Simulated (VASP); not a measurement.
All values below come from PBEsol GGA, VASP's PBE PAW potentials (set 64) (plane waves; VASP).

A VASP calculation is set up with these files.

**INCAR**
```
ISIF = 2
SYSTEM = LuB2Rh3
LREAL = .False.   ! projection in real space or not
LWAVE = .False.
SIGMA = 0.2   ! width (eV)
GGA = PS
LCHARG = .False.
NELM = 100
LASPH = .True.
ISMEAR = 0   ! Gaussian
LMAXMIX = 6   ! l cut-off of mixed one-centre charges
PREC = Accurate
ENCUT = 400   ! plane-wave cut-off (eV)
ALGO = Normal
EDIFF = 1E-6   ! SCF stop (eV)
```

File POSCAR:
```
LuB2Rh3
1
    5.4038100000     0.0000000000     0.0000000000
   -2.7019050000     4.6798370000     0.0000000000
    0.0000000000     0.0000000000     3.1188000000
Lu B Rh
1 2 3
Direct
 -0.0198050000   0.0109140000   0.5067530000
  0.3609170000   0.6781250000   0.5068610000
  0.6680360000   0.3352130000   0.4723350000
  0.5124980000   0.5056510000   0.0219650000
 -0.0216000000   0.4814170000  -0.0137010000
  0.4999530000  -0.0113210000   0.0057870000
```

File KPOINTS:
```
Automatic mesh
0
Gamma
4 4 6
0 0 0
```

POTCAR, in this order: Lu_3 B Rh_pv (PBE.64 set). Program: vasp_std.

The resulting files:

### OSZICAR
```
       N       E                     dE             d eps       ncg     rms          rms(c)
DAV:   1     0.501388982801E+03    0.50139E+03   -0.30330E+04  6196   0.165E+03
DAV:   2    -0.239753463667E+02   -0.52536E+03   -0.51224E+03  5824   0.693E+02
DAV:   3    -0.507133994305E+02   -0.26738E+02   -0.25778E+02  6328   0.128E+02
DAV:   4    -0.513707866400E+02   -0.65739E+00   -0.65217E+00  6016   0.164E+01
DAV:   5    -0.513809547612E+02   -0.10168E-01   -0.10020E-01  5276   0.151E+00    0.371E+01
DAV:   6    -0.487816541216E+02    0.25993E+01   -0.35895E+01  5104   0.379E+01    0.123E+01
DAV:   7    -0.477248501556E+02    0.10568E+01   -0.98596E+00  5976   0.241E+01    0.130E+01
DAV:   8    -0.476744300743E+02    0.50420E-01   -0.19229E+00  5496   0.105E+01    0.599E+00
DAV:   9    -0.475655949594E+02    0.10884E+00   -0.13458E+00  5016   0.101E+01    0.236E+00
DAV:  10    -0.475363119777E+02    0.29283E-01   -0.16100E-01  5208   0.370E+00    0.465E-01
DAV:  11    -0.475357126870E+02    0.59929E-03   -0.98740E-03  4760   0.765E-01    0.193E-01
DAV:  12    -0.475356727020E+02    0.39985E-04   -0.18089E-03  5936   0.502E-01    0.103E-01
DAV:  13    -0.475355903338E+02    0.82368E-04   -0.42786E-04  5328   0.247E-01    0.271E-02
DAV:  14    -0.475355870708E+02    0.32630E-05   -0.39319E-05  5344   0.550E-02    0.120E-02
DAV:  15    -0.475355861438E+02    0.92700E-06   -0.48660E-06  3632   0.252E-02
   1 F= -.47535586E+02 E0= -.47508141E+02  d E =-.548902E-01
```

OUTCAR:
```
------------------------ aborting loop because EDIFF is reached ----------------------------------------
  FORCE on cell =-STRESS in cart. coord.  units (eV):
  Direction    XX          YY          ZZ          XY          YZ          ZX
  --------------------------------------------------------------------------------------
  Total       -2.9808436     -3.4560641     -1.8841544     -0.3485898     -0.0484342      0.0622109
  in kB      -60.5524120    -70.2059701    -38.2744324     -7.0812021     -0.9838854      1.2637427
  external PRESSURE =     -56.3442715 kB  Pullay stress =       0.0000000 kB
  volume of cell :       78.87
      direct lattice vectors                 reciprocal lattice vectors
     5.403810000  0.000000000  0.000000000     0.185054619  0.106841328  0.000000000
    -2.701905000  4.679837000  0.000000000     0.000000000  0.213682656  0.000000000
     0.000000000  0.000000000  3.118800000     0.000000000  0.000000000  0.320636142
 POSITION                                       TOTAL-FORCE (eV/Angst)
 -----------------------------------------------------------------------------------
      5.26730      0.05108      1.58046         0.435490     -0.107494     -0.030683
      0.11810      3.17351      1.58080        -0.475449     -0.359896     -0.174147
      2.70423      1.56874      1.47312         0.339859     -0.128448      1.214280
      1.40322      2.36636      0.06850        -1.369207     -0.674920     -0.623983
      3.98634      2.25295      3.07607         2.148678      1.150961     -0.195490
      0.03033      4.62686      0.01805        -1.079371      0.119797     -0.189978
 -----------------------------------------------------------------------------------
    total drift:                               -0.000034      0.000084     -0.000130
  FREE ENERGIE OF THE ION-ELECTRON SYSTEM (eV)
  ---------------------------------------------------
  free  energy   TOTEN  =       -47.5355861438 eV

  energy  without entropy=      -47.4806959057  energy(sigma->0) =      -47.50814102
```
(Selected blocks of OUTCAR.)

At this cut-off the stress carries a Pulay error, which pulls relaxed volumes low.

The structure comes from a computed database's LuB2Rh3 entry; how it stands against other phases isn't given here. The cell was not relaxed at this level, atoms are displaced from their ideal sites. The k-mesh is coarse (spacing up to 0.34 per Å, 2π included), so the numbers may not be converged in it.
